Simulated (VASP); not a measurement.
Pb:

```xyz
1
Lattice="0.0000 2.4750 2.4750 2.4750 0.0000 2.4750 2.4750 2.4750 0.0000" Properties=species:S:1:pos:R:3 pbc="T T T"
Pb    0.0000    0.0000    0.0000
```

* Program: VASP 6.6.1
* Task: relaxation of cell and atoms
* Functional: PBE
* Potentials or basis: VASP PAW PBE potentials, release 64 (Pb_d)
* Cutoff: 600 eV
* k mesh: 14 × 14 × 14
* Occupations: methfessel-paxton, width 0.1 eV
* Spin: no spin polarisation

At the start: pressure 2.4 GPa; volume 30.32 Å³/atom.

Q: How do energy, volume and symmetry change on relaxing?

A: Over 3 steps the energy falls by 12.1 meV/atom and the volume is 32.00 Å³/atom (+5.5 %); space group Fm-3m (No. 225, to 0.05 Å).

Step by step:
| step | energy change (eV) | largest force (eV/Å) | pressure (GPa) | volume (Å³) |
| --- | --- | --- | --- | --- |
| 1 | 0.0000 | 0.0000 | 2.42 | 30.32 |
| 2 | -0.0116 | 0.0000 | -0.46 | 32.38 |
| 3 | -0.0121 | 0.0000 | 0.01 | 32.00 |

Final structure:
```xyz
1
Lattice="0.0000 2.5198 2.5198 2.5198 0.0000 2.5198 2.5198 2.5198 0.0000" Properties=species:S:1:pos:R:3 pbc="T T T"
Pb    0.0000    0.0000    0.0000
```
